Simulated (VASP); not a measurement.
Output of a VASP run:

OUTCAR:
```
 ion  position               nearest neighbor table
   1  0.000  0.000  0.000-   2 2.57   3 2.57   4 2.57   2 2.57   3 2.57   2 2.57   4 2.57   2 2.57
                             3 2.57   4 2.57   3 2.57   4 2.57
   2  0.000  0.500  0.500-   1 2.57   3 2.57   4 2.57   1 2.57   4 2.57   1 2.57   3 2.57   1 2.57
                             3 2.57   4 2.57   4 2.57   3 2.57
   3  0.500  0.000  0.500-   1 2.57   2 2.57   4 2.57   1 2.57   4 2.57   2 2.57   4 2.57   4 2.57
                             1 2.57   2 2.57   1 2.57   2 2.57
   4  0.500  0.500  0.000-   1 2.57   2 2.57   3 2.57   2 2.57   3 2.57   1 2.57   3 2.57   3 2.57
                             1 2.57   2 2.57   2 2.57   1 2.57
  LATTYP: Found a simple cubic cell.
 ALAT       =     3.6400177760
 Subroutine PRICEL returns:
 Original cell was already a primitive cell.
 Subroutine GETGRP returns: Found 48 space group operations
The static configuration has the point symmetry O_h .
The dynamic configuration has the point symmetry O_h .
The overall configuration has the point symmetry O_h .
 Subroutine INISYM returns: Found 48 space group operations
 Subroutine IBZKPT returns following result:
 Found     35 irreducible k-points:

 Following reciprocal coordinates:
            Coordinates               Weight
  0.000000  0.000000  0.000000      1.000000
  0.111111  0.000000  0.000000      6.000000
  0.222222  0.000000  0.000000      6.000000
  0.333333  0.000000  0.000000      6.000000
  0.444444  0.000000  0.000000      6.000000
  0.111111  0.111111  0.000000     12.000000
  0.222222  0.111111  0.000000     24.000000
  0.333333  0.111111  0.000000     24.000000
  0.444444  0.111111  0.000000     24.000000
  0.222222  0.222222  0.000000     12.000000
  0.333333  0.222222  0.000000     24.000000
  0.444444  0.222222  0.000000     24.000000
  0.333333  0.333333  0.000000     12.000000
  0.444444  0.333333  0.000000     24.000000
  0.444444  0.444444  0.000000     12.000000
  0.111111  0.111111  0.111111      8.000000
  0.222222  0.111111  0.111111     24.000000
  0.333333  0.111111  0.111111     24.000000
  0.444444  0.111111  0.111111     24.000000
  0.222222  0.222222  0.111111     24.000000
  0.333333  0.222222  0.111111     48.000000
  0.444444  0.222222  0.111111     48.000000
  0.333333  0.333333  0.111111     24.000000
  0.444444  0.333333  0.111111     48.000000
  0.444444  0.444444  0.111111     24.000000
  0.222222  0.222222  0.222222      8.000000
  0.333333  0.222222  0.222222     24.000000
  0.444444  0.222222  0.222222     24.000000
  0.333333  0.333333  0.222222     24.000000
  0.444444  0.333333  0.222222     48.000000
  0.444444  0.444444  0.222222     24.000000
  0.333333  0.333333  0.333333      8.000000
  0.444444  0.333333  0.333333     24.000000
  0.444444  0.444444  0.333333     24.000000
  0.444444  0.444444  0.444444      8.000000
   k-points           NKPTS =     35   k-points in BZ     NKDIM =     35   number of bands    NBANDS=     20
   number of dos      NEDOS =    301   number of ions     NIONS =      4
   total plane-waves  NPLWV =  21952
   dimension x,y,z NGX =    28 NGY =   28 NGZ =   28
   dimension x,y,z NGXF=    56 NGYF=   56 NGZF=   56
   ions per type =               1   3
   PREC   = accura    normal or accurate (medium, high low for compatibility)
   ISTART =      0    job   : 0-new  1-cont  2-samecut
   ICHARG =      2    charge: 1-file 2-atom 10-const
   ISPIN  =      2    spin polarized calculation?
   LNONCOLLINEAR =      F non collinear calculations
   LSORBIT =      F    spin-orbit coupling
   INIWAV =      1    electr: 0-lowe 1-rand  2-diag
   ENCUT  =  520.0 eV  38.22 Ry    6.18 a.u.   6.77  6.77  6.77*2*pi/ulx,y,z
   NELM   =    100;   NELMIN=  2; NELMDL= -5     # of ELM steps
   EDIFF  = 0.1E-06   stopping-criterion for ELM
   LREAL  =      F    real-space projection
   NLSPLINE    = F    spline interpolate recip. space projectors
   LMAXMIX     =    4 max onsite mixed and CHGCAR
   VOSKOWN=      0    Vosko Wilk Nusair interpolation
   EDIFFG = 0.1E-05   stopping-criterion for IOM
   NSW    =      0    number of steps for IOM
...
```

**OSZICAR**
```
       N       E                     dE             d eps       ncg     rms          rms(c)
DAV:   1     0.188814253554E+03    0.18881E+03   -0.14563E+04  2808   0.205E+03
DAV:   2    -0.149374725006E+02   -0.20375E+03   -0.19704E+03  2800   0.365E+02
DAV:   3    -0.253581896724E+02   -0.10421E+02   -0.94414E+01  3032   0.108E+02
DAV:   4    -0.256497687137E+02   -0.29158E+00   -0.28756E+00  3208   0.170E+01
DAV:   5    -0.256582717410E+02   -0.85030E-02   -0.85014E-02  3376   0.266E+00    0.184E+01
DAV:   6    -0.275053257643E+02   -0.18471E+01   -0.76682E+01  3156   0.140E+02    0.221E+01
DAV:   7    -0.217722830982E+02    0.57330E+01   -0.22242E+01  3160   0.762E+01    0.187E+00
DAV:   8    -0.217767477733E+02   -0.44647E-02   -0.54015E-01  3060   0.600E+00    0.142E+00
DAV:   9    -0.217575702720E+02    0.19178E-01   -0.55504E-02  3644   0.333E+00    0.787E-01
DAV:  10    -0.217582656264E+02   -0.69535E-03   -0.16420E-03  3072   0.440E-01    0.775E-01
DAV:  11    -0.217616630763E+02   -0.33974E-02   -0.17658E-03  3520   0.670E-01    0.705E-01
DAV:  12    -0.217475700455E+02    0.14093E-01   -0.56580E-02  3400   0.394E+00    0.142E+00
DAV:  13    -0.217604152901E+02   -0.12845E-01   -0.82612E-03  3392   0.178E+00    0.726E-01
DAV:  14    -0.217638511031E+02   -0.34358E-02   -0.30245E-03  3572   0.821E-01    0.289E-01
DAV:  15    -0.217643799975E+02   -0.52889E-03   -0.89314E-04  3412   0.430E-01    0.515E-02
DAV:  16    -0.217643978534E+02   -0.17856E-04   -0.60540E-05  3188   0.100E-01    0.239E-02
DAV:  17    -0.217643976758E+02    0.17767E-06   -0.44007E-06  3120   0.363E-02    0.174E-02
DAV:  18    -0.217643986887E+02   -0.10129E-05   -0.90426E-07  3236   0.162E-02    0.397E-03
DAV:  19    -0.217643987526E+02   -0.63910E-07   -0.70259E-07  2880   0.148E-02
   1 F= -.21764399E+02 E0= -.21764216E+02  d E =-.548609E-03  mag=     0.7153
```

OUTCAR:
```
------------------------ aborting loop because EDIFF is reached ----------------------------------------
  FORCE on cell =-STRESS in cart. coord.  units (eV):
  Direction    XX          YY          ZZ          XY          YZ          ZX
  --------------------------------------------------------------------------------------
  Total       -2.8296979     -2.8296979     -2.8296979     -0.0000000     -0.0000000      0.0000000
  in kB      -94.0026593    -94.0026593    -94.0026593     -0.0000000     -0.0000000      0.0000000
  external PRESSURE =     -94.0026593 kB  Pullay stress =       0.0000000 kB
  volume of cell :       48.23
      direct lattice vectors                 reciprocal lattice vectors
     3.640017776  0.000000000  0.000000000     0.274723933  0.000000000  0.000000000
     0.000000000  3.640017776  0.000000000     0.000000000  0.274723933  0.000000000
     0.000000000  0.000000000  3.640017776     0.000000000  0.000000000  0.274723933
 POSITION                                       TOTAL-FORCE (eV/Angst)
 -----------------------------------------------------------------------------------
      0.00000      0.00000      0.00000         0.000000      0.000000      0.000000
      0.00000      1.82001      1.82001         0.000000      0.000000      0.000000
      1.82001      0.00000      1.82001         0.000000      0.000000      0.000000
      1.82001      1.82001      0.00000         0.000000      0.000000      0.000000
 -----------------------------------------------------------------------------------
    total drift:                                0.000000      0.000000      0.000000
  FREE ENERGIE OF THE ION-ELECTRON SYSTEM (eV)
  ---------------------------------------------------
  free  energy   TOTEN  =       -21.7643987526 eV

  energy  without entropy=      -21.7638501434  energy(sigma->0) =      -21.76421588

 total charge

# of ion       s       p       d       tot
------------------------------------------
    1        0.401   0.365   0.000   0.767
    2        0.467   0.458   8.367   9.291
    3        0.467   0.458   8.367   9.291
    4        0.467   0.458   8.367   9.291
--------------------------------------------------
tot          1.801   1.739  25.100  28.641

 magnetization (x)

# of ion       s       p       d       tot
------------------------------------------
    1       -0.001  -0.008   0.000  -0.009
    2       -0.003  -0.009   0.269   0.257
    3       -0.003  -0.009   0.269   0.257
    4       -0.003  -0.009   0.269   0.257
--------------------------------------------------
tot         -0.010  -0.034   0.808   0.764
```
(Selected blocks of OUTCAR.)

### POSCAR
```
Ni3Al
1
    3.6400177760     0.0000000000     0.0000000000
    0.0000000000     3.6400177760     0.0000000000
    0.0000000000     0.0000000000     3.6400177760
Al Ni
1 3
Direct
  0.0000000000   0.0000000000   0.0000000000
  0.0000000000   0.5000000000   0.5000000000
  0.5000000000   0.0000000000   0.5000000000
  0.5000000000   0.5000000000   0.0000000000
```

Task: Write an INCAR and KPOINTS that could have produced this output.

Result: Several could match; the one computed here: the input of the run itself, PW91 GGA, plane waves, VASP's PBE PAW potentials (set 64).

INCAR:
```
GGA  =  91
LWAVE  =  .FALSE.
SIGMA  =  0.1   # width (eV)
PREC  =  Accurate
LMAXMIX  =  4   # l cut-off of mixed one-centre charges
ALGO  =  Normal   # blocked Davidson
LREAL  =  .FALSE.   # projection in real space or not
ISMEAR  =  1   # Methfessel-Paxton
SYSTEM  =  Ni3Al
NELM  =  100
LORBIT  =  10
LASPH  =  .TRUE.
ENCUT  =  520
MAGMOM  =  -0.0 0.2 0.2 0.2
ISPIN  =  2
LCHARG  =  .FALSE.
EDIFF  =  1E-7   # SCF stop (eV)
ISIF  =  2   # forces and stress, cell fixed
```

File KPOINTS:
```
K-points
0
G
9 9 9
```

POTCAR, in this order: Al Ni (PBE.64 set). Program: vasp_std.

The compound is Ni3Al in the L1_2 structure. This cell is one point of a volume scan, at 1.06 of the reference volume.
